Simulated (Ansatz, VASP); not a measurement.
**One calculation of MgZn15S16 (a cell with a defect) (Wurtzite-4H), two programs**

INCAR

```
  PREC = Accurate
  ENCUT = 520
  EDIFF = 1E-8
  ISMEAR = -1
  SIGMA = 0.01
  LREAL = Auto
  LASPH = T
  NELM = 100
  ALGO = Fast
  ISIF = 2
  LWAVE = F
  LCHARG = F
  GGA = PE
  LEFG = T
  NBANDS = 161
```

File KPOINTS:

```
regular mesh
0
Gamma
  3 3 2
```

POSCAR

```
MgZn15S16
1.0
    7.6454000000      0.0000000000      0.0000000000
   -3.8227000000      6.6211106220      0.0000000000
    0.0000000000      0.0000000000     12.5200000000
Zn Mg S
15 1 16
Direct
    0.0000000000      0.0000000000      0.0000000000
    0.0000000000      0.5000000000      0.0000000000
    0.5000000000      0.0000000000      0.0000000000
    0.5000000000      0.5000000000      0.0000000000
    0.0000000000      0.0000000000      0.5000000000
    0.0000000000      0.5000000000      0.5000000000
    0.5000000000      0.0000000000      0.5000000000
    0.5000000000      0.5000000000      0.5000000000
    0.1666666666      0.8333333334      0.2500000000
    0.6666666666      0.3333333334      0.2500000000
    0.6666666666      0.8333333334      0.2500000000
    0.3333333334      0.1666666666      0.7500000000
    0.3333333334      0.6666666666      0.7500000000
    0.8333333334      0.1666666666      0.7500000000
    0.8333333334      0.6666666666      0.7500000000
    0.1666666666      0.3333333334      0.2500000000
    0.0000000000      0.0000000000      0.1875000000
    0.0000000000      0.5000000000      0.1875000000
    0.5000000000      0.0000000000      0.1875000000
    0.5000000000      0.5000000000      0.1875000000
    0.0000000000      0.0000000000      0.6875000000
    0.0000000000      0.5000000000      0.6875000000
    0.5000000000      0.0000000000      0.6875000000
    0.5000000000      0.5000000000      0.6875000000
    0.1666666666      0.3333333334      0.4375000000
    0.1666666666      0.8333333334      0.4375000000
    0.6666666666      0.3333333334      0.4375000000
    0.6666666666      0.8333333334      0.4375000000
    0.3333333334      0.1666666666      0.9375000000
    0.3333333334      0.6666666666      0.9375000000
    0.8333333334      0.1666666666      0.9375000000
    0.8333333334      0.6666666666      0.9375000000
```

Input for Ansatz:

```yaml
crystal:
  lattice:
    - [7.6454, 0.0, 0.0]
    - [-3.8227, 6.621110622, 0.0]
    - [0.0, 0.0, 12.52]
  atoms:
    - { symbol: Zn, position: [0.0, 0.0, 0.0] }
    - { symbol: Zn, position: [0.0, 0.5, 0.0] }
    - { symbol: Zn, position: [0.5, 0.0, 0.0] }
    - { symbol: Zn, position: [0.5, 0.5, 0.0] }
    - { symbol: Zn, position: [0.0, 0.0, 0.5] }
    - { symbol: Zn, position: [0.0, 0.5, 0.5] }
    - { symbol: Zn, position: [0.5, 0.0, 0.5] }
    - { symbol: Zn, position: [0.5, 0.5, 0.5] }
    - { symbol: Mg, position: [0.1666666666, 0.3333333334, 0.25] }
    - { symbol: Zn, position: [0.1666666666, 0.8333333334, 0.25] }
    - { symbol: Zn, position: [0.6666666666, 0.3333333334, 0.25] }
    - { symbol: Zn, position: [0.6666666666, 0.8333333334, 0.25] }
    - { symbol: Zn, position: [0.3333333334, 0.1666666666, 0.75] }
    - { symbol: Zn, position: [0.3333333334, 0.6666666666, 0.75] }
    - { symbol: Zn, position: [0.8333333334, 0.1666666666, 0.75] }
    - { symbol: Zn, position: [0.8333333334, 0.6666666666, 0.75] }
    - { symbol: S, position: [0.0, 0.0, 0.1875] }
    - { symbol: S, position: [0.0, 0.5, 0.1875] }
    - { symbol: S, position: [0.5, 0.0, 0.1875] }
    - { symbol: S, position: [0.5, 0.5, 0.1875] }
    - { symbol: S, position: [0.0, 0.0, 0.6875] }
    - { symbol: S, position: [0.0, 0.5, 0.6875] }
    - { symbol: S, position: [0.5, 0.0, 0.6875] }
    - { symbol: S, position: [0.5, 0.5, 0.6875] }
    - { symbol: S, position: [0.1666666666, 0.3333333334, 0.4375] }
    - { symbol: S, position: [0.1666666666, 0.8333333334, 0.4375] }
    - { symbol: S, position: [0.6666666666, 0.3333333334, 0.4375] }
    - { symbol: S, position: [0.6666666666, 0.8333333334, 0.4375] }
    - { symbol: S, position: [0.3333333334, 0.1666666666, 0.9375] }
    - { symbol: S, position: [0.3333333334, 0.6666666666, 0.9375] }
    - { symbol: S, position: [0.8333333334, 0.1666666666, 0.9375] }
    - { symbol: S, position: [0.8333333334, 0.6666666666, 0.9375] }
kpoints:
  mp_grid: { grid: [3, 3, 2] }
scf:
  occupations: { method: fermi_dirac, width: 0.01 }
hamiltonian:
  xc: pbe
  pseudopotentials: { kind: paw }
output:
  forces: true
  stress: true
  populations: true
  efg:
    quadrupole_moments_barn: { Zn: 0.122, Mg: 0.1994, S: -0.0694 }
    contact_densities: true
```

Alike in both runs: task electric field gradients; functional PBE; k mesh 3 × 3 × 2; occupations fermi-dirac, width 0.01 eV; no spin polarisation.

```csv
,VASP,Ansatz
version,VASP 6.6.1,Ansatz 0.2.0
potentials or method,"VASP PAW PBE potentials, release 64 (Zn, Mg, S)","plane-wave PAW, scalar-relativistic"
plane-wave cutoff (eV),520,420
valence electrons in the cell,278,286
```

VASP gave:

```
gap on the k mesh at the Fermi level (eV)                      : 2.22
pressure (GPa)                                                 : 2.1
largest component of the traceless stress (GPa)                : 0.14
rms of the force components (eV/Å)                             : 0.147
Vzz of the field gradient on the site that differs most (V/Å²) : -0.1
```

Estimate Ansatz's values.

gap on the k mesh at the Fermi level (eV): 2.22; pressure (GPa): 2.0; largest component of the traceless stress (GPa): 0.13; rms of the force components (eV/Å): 0.151; Vzz of the field gradient on the site that differs most (V/Å²): -0.3.

The two sets of potentials don't hold the same shells in valence.

Expect the measured gap to be larger: semilocal functionals such as PBE lack the derivative discontinuity.
